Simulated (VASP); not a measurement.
Consider the following.

```xyz
4
Lattice="1.9574 1.1301 6.4792 -1.9574 1.1301 6.4792 0.0000 -2.2602 6.4792" Properties=species:S:1:pos:R:3 pbc="T T T"
Zn     0.0000     0.0000     9.6978
Hg     0.0000     0.0000     0.0692
S      0.0000     0.0000     2.5532
S      0.0000     0.0000    11.9763
```

Calculation: LDA (Ceperley-Alder, Perdew-Zunger), VASP's LDA PAW potentials (set 64) (plane waves; VASP). Settings: 400 eV cut-off, 7×7×7 Γ-centred mesh, tetrahedra with Blöchl corrections, potentials Zn Hg S.

Unless said otherwise, spin-orbit coupling is left out, though it shifts the bands of the heavy elements here.

Task: Tabulate the total density of states (states/eV per cell) against energy (eV; zero at the valence-band maximum or, without a gap, the Fermi level).

Result: 
```
E (eV) | DOS (states/eV)
    -9.98 |  0.00
    -9.42 |  0.00
    -8.86 |  0.00
    -8.30 |  0.00
    -7.74 |  0.00
    -7.06 | ############################## 29.4
    -6.50 | ########## 9.97
    -5.94 | # 1.12
    -5.38 | ### 2.94
    -4.82 | ## 1.94
    -4.26 | # 1.21
    -3.70 | # 0.68
    -3.02 | ## 2.13
    -2.46 | #### 3.59
    -1.90 | ### 2.55
    -1.34 | ### 2.85
    -0.78 | ## 1.80
    -0.22 | # 0.65
     0.34 |  0.00
     0.91 |  0.02
     1.47 |  0.10
     2.14 | # 0.85
     2.70 | ## 2.24
     3.26 | ## 1.93
     3.82 | ### 2.70
```
Within 2 eV below the valence-band maximum the largest weight inside VASP's projection spheres is S p, then Hg d.

The structure comes from a computed database's ZnHgS2 entry (R3m); how it stands against other phases isn't given here. It was relaxed first, which changed the volume by -8 %.
